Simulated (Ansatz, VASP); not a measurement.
# Cross-check of Li5Sc between VASP and Ansatz, part 2 of 2

Wanted: the spread between two codes on one cell, functional and k mesh. The cell is generated by rule, not measured, and may not be a known phase. The cell is taken from a series of runs on this material, whose earlier steps may have relaxed, scaled, displaced or heated it; both programs get it as it stands.

VASP 6.6.1 and Ansatz 0.2.0.

So far: The starting structure; Ansatz: relaxation of cell and atoms, LDA, pair 1; VASP: relaxation of cell and atoms, LDA, pair 1; Comparison.

## (5) VASP: relaxation of cell and atoms, LDA, pair 2

Level of this step: LDA; plane waves and PAW (Sc_sv, Li_sv); invented cell (VASP).

The relaxed volume is the usual yardstick between codes: in a stiff, nearly cubic crystal its relative difference is about their pressure difference at one cell divided by the bulk modulus.

Contents of INCAR:

```
SYSTEM = Li5Sc
PREC = Accurate
ENCUT = 750
EDIFF = 1E-07
NELM = 120
ISMEAR = 1
SIGMA = 0.15
LREAL = .FALSE.
ALGO = Normal
GGA = PW92
NBANDS = 19
LASPH = .TRUE.
LORBIT = 11
LWAVE = .FALSE.
LCHARG = .FALSE.
ISIF = 3
IBRION = 2
NSW = 80
EDIFFG = -0.005
GGA_COMPAT = .FALSE.
NELMIN = 4
KPAR = 2
```

Contents of POSCAR:

```
Li5Sc
1.0
    5.1767680000      0.0000000000      0.0000000000
   -2.5883840000      4.4832130000      0.0000000000
    0.0000000000      0.0000000000      4.8508760000
Sc Li
1 5
Direct
    0.0000000000      0.0000000000      0.0000000000
    0.6376557003      0.0000000000      0.5000000000
    0.3623442997      0.3623442997      0.5000000000
    0.0000000000      0.6376557003      0.5000000000
    0.3333333333      0.6666666667      0.0000000000
    0.6666666667      0.3333333333      0.0000000000
```

Contents of KPOINTS:

```
Automatic mesh
0
Gamma
9 9 6
0 0 0
```

Potentials, in the order of the species: Sc_sv and Li_sv (LDA family, release 64).

Launch:

```console
$ mpirun -np 2 vasp_std
```

Numbers of over 12 decimals in the logs are rounded to 6 here.

Log:

```text
[banner, memory and clock lines left out]
running    2 mpi-ranks, on    1 nodes
[...]
[... a notice as in an earlier step ...]

 LDA part: xc-table for (Slater(with rela. corr.)+PW92), standard interpolation
 POSCAR, INCAR and KPOINTS ok, starting setup
[...]
entering main loop
       N       E                     dE             d eps       ncg     rms          rms(c)
DAV:   1     0.217225536373E+03    0.21723E+03   -0.13906E+04  1824   0.174E+03
DAV:   2     0.128934927231E+02   -0.20433E+03   -0.20188E+03  1824   0.521E+02
DAV:   3    -0.112502698689E+02   -0.24144E+02   -0.23662E+02  3547   0.110E+02
DAV:   4    -0.175478894201E+02   -0.62976E+01   -0.62598E+01  3544   0.566E+01
[...]
DAV:  14    -0.159391241567E+02    0.58313E-06   -0.12232E-05  3128   0.270E-02    0.210E-03
DAV:  15    -0.159391240631E+02    0.93619E-07   -0.10034E-06  2618   0.719E-03    0.447E-04
DAV:  16    -0.159391240577E+02    0.54683E-08   -0.43952E-08  1370   0.267E-03
   1 F= -.15939124E+02 E0= -.15940888E+02  d E =-.159391E+02
[... from here on, the cycles between the ionic steps are left out ...]
   2 F= -.15939334E+02 E0= -.15941155E+02  d E =-.210305E-03
   3 F= -.15939548E+02 E0= -.15941539E+02  d E =-.424307E-03
   4 F= -.15939556E+02 E0= -.15941518E+02  d E =-.432243E-03
   5 F= -.15939614E+02 E0= -.15941645E+02  d E =-.575159E-04
   6 F= -.15939674E+02 E0= -.15941828E+02  d E =-.117258E-03
   7 F= -.15939619E+02 E0= -.15942007E+02  d E =-.623171E-04
   8 F= -.15939682E+02 E0= -.15941894E+02  d E =-.125549E-03
   9 F= -.15939682E+02 E0= -.15941910E+02  d E =-.125469E-03
  10 F= -.15939698E+02 E0= -.15941924E+02  d E =-.164061E-04
  11 F= -.15939725E+02 E0= -.15941943E+02  d E =-.429956E-04
[...]
reached required accuracy - stopping structural energy minimisation
```

OUTCAR, selected parts (step 5):

```text
  Total       -0.0095184     -0.0095184     -0.0064000      0.0000000     -0.0000000      0.0000000
  in kB       -0.1361263     -0.1361263     -0.0915285      0.0000000     -0.0000000      0.0000000
  external PRESSURE =      -0.1212604 kB  Pullay stress =       0.0000000 kB

 POSITION                                       TOTAL-FORCE (eV/Angst)
 -----------------------------------------------------------------------------------
     -0.00000     -0.00000      4.81668        -0.000000     -0.000000      0.000000
      3.29852     -0.00000      2.40834        -0.001335     -0.000000      0.000000
      0.94192      1.63145      2.40834         0.000667      0.001156      0.000000
      3.53310      2.85660      2.40834         0.000667     -0.001156     -0.000000
     -0.00000      2.99204      4.81668        -0.000000     -0.000000      0.000000
      2.59118      1.49602      4.81668        -0.000000      0.000000      0.000000
 -----------------------------------------------------------------------------------
    total drift:                                0.000000      0.000000      0.000000

  FREE ENERGIE OF THE ION-ELECTRON SYSTEM (eV)
  ---------------------------------------------------
  free  energy   TOTEN  =       -15.9397247648 eV

  energy  without entropy=      -15.9463788058  energy(sigma->0) =      -15.94194278

[... 1 part as in an earlier step ...]

[... 3 further parts left out ...]
[key lines of the parts left out:]
E-fermi :   1.4844
```

## (6) Ansatz: relaxation of cell and atoms, LDA, pair 2

The same cell, functional (in two slightly different forms), mesh and smearing now go to Ansatz, which takes its cutoff from its data sets.

The cell is taken from a series of runs on this material, whose earlier steps may have relaxed, scaled, displaced or heated it; both programs get it as it stands.

Contents of input.yaml:

```yaml
crystal:
  lattice:
    - [5.176768322, 0.0, 0.0]
    - [-2.588384161, 4.4832128763, 0.0]
    - [0.0, 0.0, 4.8508761097]
  atoms:
    - { symbol: Sc, position: [0.0, 0.0, 0.0] }
    - { symbol: Li, position: [0.6376557078, 0.0, 0.5] }
    - { symbol: Li, position: [0.3623442922, 0.3623442922, 0.5] }
    - { symbol: Li, position: [0.0, 0.6376557078, 0.5] }
    - { symbol: Li, position: [0.3333333333, 0.6666666667, 0.0] }
    - { symbol: Li, position: [0.6666666667, 0.3333333333, 0.0] }
kpoints:
  mp_grid: { grid: [9, 9, 6] }
hamiltonian:
  xc: lda
  pseudopotentials: { kind: nc }
scf:
  occupations: { method: methfessel_paxton, width: 0.15 }
output:
  forces: true
  stress: true
  eigenvalues: true
relax:
  adjacent_minimum: "off"
  f_tol: 0.001
  max_steps: 60
  cell: { stress_tol: 0.01 }
```

Launch:

```console
$ ansatz run input.yaml --threads 8 --pin off --max-ram 14336MiB --backend cpu --events-out ev --progress --plain --runs-dir out
```

Log:

```text
[...]
Crystal: 6 atoms, lattice volume = 112.582 Å³
Basis set: ecut = 1061.244064 eV, 8791 PW (Γ)
Bands: 19, of which v1, the nominal top of the filled ones, is band 13 counted from 1 (12 counted from 0)
Symmetry: 12 space group operations
[...]
k-points: 48 of 486 (time reversal used)
[...]
cell:  # Å, volume = 112.6467 Å³
    - [5.191887, -5.594973932663172e-19, 0]
    - [-2.595943, 4.496306, 0]
    - [0, 0, 4.825444]
  atoms:
    - { symbol: Sc, position: [0, 0, 0] }
    - { symbol: Li, position: [0.636654, 0, 0.5] }
    - { symbol: Li, position: [0.363346, 0.363346, 0.5] }
    - { symbol: Li, position: [-5.551115123125783e-17, 0.636654, 0.5] }
    - { symbol: Li, position: [0.333333, 0.666667, 0] }
    - { symbol: Li, position: [0.666667, 0.333333, 0] }
[key lines of the parts left out:]
SCF converged after 4 iterations
Free energy (F): -2283.240914 eV
Fermi energy:    2.871243 eV
P = ⅓ Tr σ = 0.0007 GPa (0.007 kbar)
```

## (7) Comparison

The two programs side by side:

```csv
quantity,Ansatz,VASP,difference
volume (Å³),112.65,112.03,+0.55 %
"edge a after relaxation, in the typed setting (Å)",5.192,5.182,+0.18 %
"edge c after relaxation, in the typed setting (Å)",4.825,4.817,+0.18 %
```

## (8) Outcome

```yaml
difference_in_volume_relaxation_of_cell_and_atoms_lda_pair_1: 0.60 %
difference_in_volume_relaxation_of_cell_and_atoms_lda_pair_2: 0.55 %
```

What this shows: The difference in volume is 0.60 % (relaxation of cell and atoms, LDA, pair 1), within the 1.2 % picked in this series as the mark of a large difference, as far as the stopping tolerances let one tell. Such differences can come from data sets, numerical settings and the points named under the comparisons, not from the functional's error against experiment.

[Lines on the potential files, build, host, timing and source positions are cut from VASP's logs without a mark.]

[Logs are printed without paths, hosts, clocks, repeated set-up lines and the standing remarks that a program may print on its own settings, such as how far it seeks lower states.]

[Hosts, paths, dates, database ids (printed as entryN), source tags and the programs' standing remarks are cut or masked in the printed files.]
